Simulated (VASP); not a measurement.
Input:

```xyz
3
Lattice="0.0000 2.8584 2.8584 2.8584 0.0000 2.8584 2.8584 2.8584 0.0000" Properties=species:S:1:pos:R:3 pbc="T T T"
Li     1.4292     1.4292     1.4292
Li     4.2875     4.2875     4.2875
S      0.0000     2.8584     2.8584
```

All values below come from TPSS meta-GGA, VASP's PBE PAW potentials (set 64) (plane waves; VASP). Numerical set-up: 520 eV cut-off, 7×7×7 Γ-centred mesh, Gaussian smearing of 0.050 eV, potentials Li_sv S.

### Question
Predict the energy per atom (σ→0), pressure.

### Answer

```json
{
  "energy per atom (σ→0)": "-6.276 eV/atom",
  "pressure": "-1.22 GPa"
}
```

The absolute energy has meaning only against runs of the same code, potentials and settings.

The compound is Li2S in the antifluorite structure. This cell is one point of a volume scan, at 1.03 of the reference volume.
